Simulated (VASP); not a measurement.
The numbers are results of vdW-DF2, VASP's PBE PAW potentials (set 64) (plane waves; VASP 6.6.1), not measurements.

The input files of a VASP run:

**POSCAR**
```
Au
1
    0.0000000000     2.1686950049     2.1686950049
    2.1686950049     0.0000000000     2.1686950049
    2.1686950049     2.1686950049     0.0000000000
Au
1
Direct
  0.0000000000   0.0000000000   0.0000000000
```

**KPOINTS**
```
Automatic mesh
0
Gamma
14 14 14
0 0 0
```

INCAR:
```
SYSTEM = Au
PREC = Accurate
ENCUT = 520
EDIFF = 1E-7
NELM = 100
ALGO = Normal
LREAL = .FALSE.
LASPH = .TRUE.
ISMEAR = 1
SIGMA = 0.1
GGA = ML
ZAB_VDW = -1.8867
LUSE_VDW = .TRUE.
AGGAC = 0.0
LMAXMIX = 6
LWAVE = .FALSE.
LCHARG = .FALSE.
ISIF = 2
```

POTCAR, in this order: Au (PBE.64 set). Program: vasp_std.

Output

**OUTCAR**
```
 ion  position               nearest neighbor table
   1  0.000  0.000  0.000-
  LATTYP: Found a face centered cubic cell.
 ALAT       =     4.3373900098
 Subroutine PRICEL returns:
 Original cell was already a primitive cell.
 Subroutine GETGRP returns: Found 48 space group operations
The static configuration has the point symmetry O_h .
The dynamic configuration has the point symmetry O_h .
 Subroutine INISYM returns: Found 48 space group operations
 Subroutine IBZKPT returns following result:
 Found    104 irreducible k-points:

 Following reciprocal coordinates:
            Coordinates               Weight
  0.000000  0.000000  0.000000      1.000000
  0.071429  0.000000  0.000000      8.000000
  0.142857  0.000000  0.000000      8.000000
  0.214286  0.000000  0.000000      8.000000
  0.285714  0.000000  0.000000      8.000000
  0.357143  0.000000  0.000000      8.000000
  0.428571  0.000000  0.000000      8.000000
  0.500000  0.000000  0.000000      4.000000
  0.071429  0.071429  0.000000      6.000000
  0.142857  0.071429  0.000000     24.000000
...
```

OSZICAR:
```
       N       E                     dE             d eps       ncg     rms          rms(c)
DAV:   1     0.476818526693E+02    0.47682E+02   -0.57485E+03  2008   0.107E+03
DAV:   2     0.909114846222E-01   -0.47591E+02   -0.45127E+02  1938   0.195E+02
DAV:   3    -0.359210670806E+00   -0.45012E+00   -0.44959E+00  2222   0.202E+01
DAV:   4    -0.360639544761E+00   -0.14289E-02   -0.14289E-02  2239   0.123E+00
DAV:   5    -0.360651708120E+00   -0.12163E-04   -0.12162E-04  2147   0.108E-01    0.522E+00
DAV:   6    -0.122708991760E+00    0.23794E+00   -0.97601E-01  1920   0.900E+00    0.350E+00
DAV:   7    -0.114194330497E+00    0.85147E-02   -0.27229E-02  2125   0.158E+00    0.200E+00
DAV:   8    -0.112591729746E+00    0.16026E-02   -0.10051E-03  1919   0.434E-01    0.125E-01
DAV:   9    -0.112594750508E+00   -0.30208E-05   -0.83394E-06  2299   0.270E-02    0.975E-03
DAV:  10    -0.112609482248E+00   -0.14732E-04   -0.25227E-05  1897   0.699E-02    0.583E-03
DAV:  11    -0.112609338187E+00    0.14406E-06   -0.13151E-07  2200   0.454E-03    0.612E-04
DAV:  12    -0.112609260338E+00    0.77849E-07   -0.13232E-07  1887   0.476E-03
   1 F= -.11260926E+00 E0= -.11262874E+00  d E =0.584409E-04
```

OUTCAR:
```
------------------------ aborting loop because EDIFF is reached ----------------------------------------
  FORCE on cell =-STRESS in cart. coord.  units (eV):
  Direction    XX          YY          ZZ          XY          YZ          ZX
  --------------------------------------------------------------------------------------
  Total        0.0063951      0.0063951      0.0063951      0.0000000      0.0000000      0.0000000
  in kB        0.5022625      0.5022625      0.5022625      0.0000000      0.0000000      0.0000000
  external PRESSURE =       0.5022625 kB  Pullay stress =       0.0000000 kB
  volume of cell :       20.40
      direct lattice vectors                 reciprocal lattice vectors
     0.000000000  2.168695005  2.168695005    -0.230553397  0.230553397  0.230553397
     2.168695005  0.000000000  2.168695005     0.230553397 -0.230553397  0.230553397
     2.168695005  2.168695005  0.000000000     0.230553397  0.230553397 -0.230553397
 POSITION                                       TOTAL-FORCE (eV/Angst)
 -----------------------------------------------------------------------------------
      0.00000      0.00000      0.00000         0.000000     -0.000000      0.000000
 -----------------------------------------------------------------------------------
    total drift:                               -0.000000     -0.000000     -0.000000
  FREE ENERGIE OF THE ION-ELECTRON SYSTEM (eV)
  ---------------------------------------------------
  free  energy   TOTEN  =        -0.1126092603 eV

  energy  without entropy=       -0.1126677012  energy(sigma->0) =       -0.11262874
```
(Selected blocks of OUTCAR.)

### OUTCAR
```
 val. band max:        6.9192809453   @ k =   0.5000   0.3571   0.1429

 cond. band min:       7.0038576486   @ k =   0.5000   0.2143   0.0714


 Fermi energy:         6.9691429111

 k-point     1 :       0.0000    0.0000    0.0000
  band No.  band energies     occupation
      1      -1.0189      2.00000
      2       3.1338      2.00000
      3       3.1338      2.00000
      4       3.1338      2.00000
      5       4.2170      2.00000
      6       4.2170      2.00000
      7      22.0123      0.00000
      8      24.6035      0.00000
      9      24.6035      0.00000

 k-point     2 :       0.0714    0.0000    0.0000
  band No.  band energies     occupation
      1      -0.8675      2.00000
      2       3.0975      2.00000
      3       3.1793      2.00000
      4       3.1793      2.00000
      5       4.1999      2.00000
      6       4.1999      2.00000
      7      22.1152      0.00000
      8      23.5668      0.00000
      9      24.7113      0.00000

 k-point     3 :       0.1429    0.0000    0.0000
  band No.  band energies     occupation
      1      -0.4330      2.00000
      2       3.0220      2.00000
      3       3.2842      2.00000
      4       3.2842      2.00000
      5       4.1814      2.00000
      6       4.1814      2.00000
      7      21.0406      0.00000
      8      22.7484      0.00000
      9      24.9467      0.00000

 k-point     4 :       0.2143    0.0000    0.0000
  band No.  band energies     occupation
      1       0.2005      2.00000
      2       3.0246      2.00000
      3       3.3505      2.00000
      4       3.3505      2.00000
      5       4.2589      2.00000
      6       4.2589      2.00000
      7      18.4626      0.00000
      8      22.8711      0.00000
      9      24.9868      0.00000

 k-point     5 :       0.2857    0.0000    0.0000
  band No.  band energies     occupation
      1       0.8046      2.00000
      2       3.3099      2.00000
      3       3.3099      2.00000
...
```

Unless said otherwise, spin-orbit coupling is left out, though it shifts the bands of the heavy elements here.

The compound is Au in the fcc structure. It was relaxed first, which changed the volume by +20 %.
